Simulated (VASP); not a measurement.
An input for Ansatz (written as the equivalent of a VASP run, and not itself run):

Ansatz 0.2 input:
```yaml
crystal:
  lattice:
    - [-1.8651760, 1.8651760, 4.1545740]
    - [1.8651760, -1.8651760, 4.1545740]
    - [1.8651760, 1.8651760, -4.1545740]
  atoms:
    - { symbol: Pt, position: [0.5000000, 0.5000000, 0.0000000] }
    - { symbol: Pt, position: [0.7500000, 0.2500000, 0.5000000] }
    - { symbol: Pt, position: [0.2500000, 0.7500000, 0.5000000] }
    - { symbol: Tc, position: [0.0000000, 0.0000000, 0.0000000] }
kpoints:
  mp_grid: { grid: [7, 7, 7] }
hamiltonian:
  xc: pbesol
  pseudopotentials: { kind: paw }
scf:
  occupations: { method: gaussian, width: 0.05 }
  max_iter: 100
output: { forces: true, stress: true, eigenvalues: true }
```

Translate this input to VASP (INCAR, KPOINTS, POSCAR, choice of POTCAR).

This is not unique; one that fits is 
**KPOINTS**
```
Automatic mesh
0
Gamma
7 7 7
0 0 0
```

**INCAR**
```
ALGO = Normal
EDIFF = 1E-6
ENCUT = 300
GGA = PS
ISIF = 2
ISMEAR = 0
LASPH = .TRUE.
LCHARG = .FALSE.
LMAXMIX = 6
LREAL = .FALSE.
LWAVE = .FALSE.
NELM = 100
PREC = Accurate
SIGMA = 0.05
SYSTEM = TcPt3
```

### POSCAR
```
TcPt3
1
   -1.8651760000     1.8651760000     4.1545740000
    1.8651760000    -1.8651760000     4.1545740000
    1.8651760000     1.8651760000    -4.1545740000
Pt Tc
3 1
Direct
  0.5000000000   0.5000000000   0.0000000000
  0.7500000000   0.2500000000   0.5000000000
  0.2500000000   0.7500000000   0.5000000000
  0.0000000000   0.0000000000   0.0000000000
```

POTCAR, in this order: Pt Tc_pv (PBE.64 set). Program: vasp_std.

What does not carry over: each code has its own PAW files, so the cut-off isn't converted (ENCUT is set for VASP's; basis.ecutwfc is left out, and Ansatz then takes the one that its files recommend); Ansatz stops its SCF on the density residual and VASP on the energy change (EDIFF).

The structure was generated: TcPt3 was put into an ordered model structure, which need not be its known phase. The cell was not relaxed at this level. The k-mesh is coarse (spacing up to 0.34 per Å, 2π included), so the numbers may not be converged in it.
